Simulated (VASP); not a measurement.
Input of a VASP 6.6.1 run:

File run.py:

```python
from ase import Atoms
from ase.calculators.vasp import Vasp
from ase.dft.bandgap import bandgap

atoms = Atoms(
    ['Zn', 'Zn', 'Zn', 'P'],
    cell=[[3.975518, 0.0, 0.0], [0.0, 3.975518, 0.0], [0.0, 0.0, 3.975518]],
    scaled_positions=[[0.5, 0.5, 0.0], [0.5, 0.0, 0.5], [0.0, 0.5, 0.5], [0.0, 0.0, 0.0]],
    pbc=True,
)
calc = Vasp(
    directory='calc',
    xc='rpbe',
    pp='PBE',
    setups='materialsproject',
    prec='Accurate',
    encut=520,
    ediff=1e-06,
    ismear=0,
    sigma=0.1,
    lreal=False,
    lasph=True,
    nelm=80,
    algo='Normal',
    isif=2,
    lwave=False,
    lcharg=False,
    kpts=[7, 7, 7],
    gamma=True,
)
atoms.calc = calc

print('energy (eV):', atoms.get_potential_energy())
print('free energy (eV):', atoms.get_potential_energy(force_consistent=True))
print('forces (eV/A):')
print(atoms.get_forces())
print('stress (eV/A^3, Voigt):', atoms.get_stress())
print('Fermi level (eV):', calc.get_fermi_level())
gap, top, bottom = bandgap(calc)
print('band gap (eV):', gap, 'from (spin, k, band)', top, 'to', bottom)
```

Potentials or basis: VASP PAW PBE potentials, release 64 (Zn, P).

Command:

```console
$ python run.py
```

Question: What does it give for the band gap on the k mesh?

Answer: None (metal or under the smearing width).

Question: Predict the pressure.

Answer: 1.9 GPa.

Caveat: the PAW data sets were made with another functional, which shifts forces and pressure a little.
